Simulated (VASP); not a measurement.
Calculation: PBEsol GGA, VASP's PBE PAW potentials (set 64) (plane waves; VASP).

The input files of a VASP run:

**INCAR**
```
! general
SYSTEM=SiC
PREC  =Accurate
ENCUT =620
LREAL =.FALSE.
LASPH =.TRUE.

! electronic loop
EDIFF =1E-6
NELM  =100
ALGO  =Normal

! smearing
ISMEAR=0
SIGMA =0.05

! functional
GGA   =PS

! ions
IBRION=2
NSW   =40
ISIF  =3
EDIFFG=-0.02

! output
LWAVE =.FALSE.
LCHARG=.FALSE.
```

### KPOINTS
```
Automatic mesh
0
Gamma
  10 10 10
0 0 0
```

File POSCAR:
```
SiC
1
    0.0000000000     2.1796779653     2.1796779653
    2.1796779653     0.0000000000     2.1796779653
    2.1796779653     2.1796779653     0.0000000000
Si C
1 1
Direct
  0.0000000000   0.0000000000   0.0000000000
  0.2500000000   0.2500000000   0.2500000000
```

POTCAR, in this order: Si C (PBE.64 set). Program: vasp_std.

Output of the run:

### OSZICAR
```
       N       E                     dE             d eps       ncg     rms          rms(c)
DAV:   1     0.503664619544E+01    0.50366E+01   -0.45484E+03   784   0.976E+02
DAV:   2    -0.173590312897E+02   -0.22396E+02   -0.21670E+02  1128   0.116E+02
DAV:   3    -0.177095861737E+02   -0.35055E+00   -0.35055E+00   840   0.177E+01
DAV:   4    -0.177106921907E+02   -0.11060E-02   -0.11060E-02  1224   0.109E+00
DAV:   5    -0.177106924423E+02   -0.25163E-06   -0.25163E-06   824   0.156E-02    0.872E+00
DAV:   6    -0.160000995398E+02    0.17106E+01   -0.70871E+00   840   0.150E+01    0.389E+00
DAV:   7    -0.159310382897E+02    0.69061E-01   -0.33383E-01  1104   0.405E+00    0.175E+00
DAV:   8    -0.159166551006E+02    0.14383E-01   -0.19422E-02   840   0.120E+00    0.155E-01
DAV:   9    -0.159166306048E+02    0.24496E-04   -0.77263E-04  1176   0.220E-01    0.102E-01
DAV:  10    -0.159166704232E+02   -0.39818E-04   -0.84529E-05   984   0.727E-02    0.214E-02
DAV:  11    -0.159166704292E+02   -0.60573E-08   -0.12602E-05  1008   0.222E-02    0.410E-03
DAV:  12    -0.159166705940E+02   -0.16474E-06   -0.50672E-07   504   0.569E-03
   1 F= -.15916671E+02 E0= -.15916671E+02  d E =-.159167E+02
```

File OUTCAR:
```
------------------------ aborting loop because EDIFF is reached ----------------------------------------
  FORCE on cell =-STRESS in cart. coord.  units (eV):
  Direction    XX          YY          ZZ          XY          YZ          ZX
  --------------------------------------------------------------------------------------
  Total       -0.0243407     -0.0243407     -0.0243407      0.0000000      0.0000000      0.0000000
  in kB       -1.8829397     -1.8829397     -1.8829397      0.0000000      0.0000000      0.0000000
  external PRESSURE =      -1.8829397 kB  Pullay stress =       0.0000000 kB
  volume of cell :       20.71
      direct lattice vectors                 reciprocal lattice vectors
     0.000000000  2.179677965  2.179677965    -0.229391684  0.229391684  0.229391684
     2.179677965  0.000000000  2.179677965     0.229391684 -0.229391684  0.229391684
     2.179677965  2.179677965  0.000000000     0.229391684  0.229391684 -0.229391684
  FREE ENERGIE OF THE ION-ELECTRON SYSTEM (eV)
  ---------------------------------------------------
  free  energy   TOTEN  =       -15.9166705940 eV

  energy  without entropy=      -15.9166705940  energy(sigma->0) =      -15.91667059

 reached required accuracy - stopping structural energy minimisation
```
(Selected blocks of OUTCAR.)

The structure was generated: SiC was put into the zinc blende type (F-43m), which need not be its known phase. It was relaxed first.
